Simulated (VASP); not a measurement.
An input for Quantum ESPRESSO's pw.x (written as the equivalent of a VASP run, and not itself run):

```
&CONTROL
  calculation = 'vc-relax'
  pseudo_dir = './pseudo'
  outdir = './out'
  tprnfor = .true.
  tstress = .true.
  nstep = 50
  forc_conv_thr = 0.00039
/
&SYSTEM
  ibrav = 0
  nat = 3
  ntyp = 2
  ecutwfc = 84
  occupations = 'smearing'
  smearing = 'fermi-dirac'
  degauss = 0.00735
  input_dft = 'pbe'
  nspin = 2
  starting_magnetization(1) = 0.2
/
&ELECTRONS
  conv_thr = 7.3e-08
  electron_maxstep = 100
/
&IONS
/
&CELL
/
ATOMIC_SPECIES
  V 50.941 V.upf
  Si 28.085 Si.upf
CELL_PARAMETERS angstrom
     4.2301840    0.0000000    0.0000000
    -2.1150920    3.6634470    0.0000000
     0.0000000    0.0000000    4.5802830
ATOMIC_POSITIONS crystal
  V    0.0068000  0.0157450 -0.0025570
  Si   0.3279280  0.6665450  0.4928150
  Si   0.6652720  0.3177110  0.5097420
K_POINTS automatic
  4 4 3 0 0 0
```

**Question.** Write the VASP files for the same calculation (PBE).

**Answer.** Several could match; the one computed here: 
**INCAR**
```
LASPH=.True.
ISMEAR=-1
NELM=100   # most electronic steps
ALGO=Normal
LREAL=.False.   # projection in real space or not
EDIFFG=-0.01   # ionic stop
IBRION=2   # conjugate gradients
ISPIN=2   # spin-polarised
NSW=50   # most ionic steps
SYSTEM=VSi2
LORBIT=11   # lm-projected
EDIFF=1E-6
PREC=Accurate
MAGMOM=2.0 2*0.0
LCHARG=.False.
ISIF=3
LMAXMIX=4   # l cut-off of mixed one-centre charges
SIGMA=0.1   # width (eV)
ENCUT=300   # plane-wave cut-off (eV)
LWAVE=.False.
GGA=PE   # PBE
```

File POSCAR:
```
VSi2
1
    4.2301840000     0.0000000000     0.0000000000
   -2.1150920000     3.6634470000     0.0000000000
    0.0000000000     0.0000000000     4.5802830000
V Si
1 2
Direct
  0.0068000000   0.0157450000  -0.0025570000
  0.3279280000   0.6665450000   0.4928150000
  0.6652720000   0.3177110000   0.5097420000
```

### KPOINTS
```
Automatic mesh
0
Gamma
4 4 3
0 0 0
```

POTCAR, in this order: V_sv Si (PBE.64 set). Program: vasp_std.

What does not carry over: the potentials are each code's own (VASP's PAW set, PseudoDojo norm-conserving files in pw.x), so ENCUT and ecutwfc are chosen apart and not converted; conv_thr bounds pw.x's estimated SCF error, while EDIFF bounds the energy change between steps; starting_magnetization is a fraction of the valence charge and MAGMOM a moment in μB, so they match only roughly; forc_conv_thr acts on force components and is met together with etot_conv_thr.

The structure was generated: VSi2 was put into an ordered model structure, which need not be its known phase. In the starting cell atoms are displaced from their ideal sites. This run relaxes it. The k-mesh is coarse (spacing up to 0.84 per Å, 2π included), so the numbers may not be converged in it. The run is one of a series of settings (EDIFFG = -0.01, IBRION = 2, ISIF = 3, NSW = 50 against the base run), some of them coarse on purpose.
